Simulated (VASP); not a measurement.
```
CELL_PARAMETERS angstrom
      0.00000     2.71838     2.71838
      2.71838     0.00000     2.71838
      2.71838     2.71838     0.00000
ATOMIC_POSITIONS crystal
  Ce 0.00000 0.00000 0.00000
  O  0.25000 0.25000 0.25000
  O  0.75000 0.75000 0.75000
```

All values below come from revTPSS meta-GGA, VASP's PBE PAW potentials (set 64) (plane waves; VASP). Numerical set-up: 520 eV cut-off, 7×7×7 Γ-centred mesh, Gaussian smearing of 0.050 eV, potentials Ce O.

### Question
Predict the energy per atom (σ→0).

### Answer

```yaml
energy per atom (σ→0): -1.783 eV/atom
```

The absolute energy has meaning only against runs of the same code, potentials and settings.

The compound is CeO2 in the fluorite structure. It was relaxed first. The run is not spin-polarised, so no magnetic state was tried.
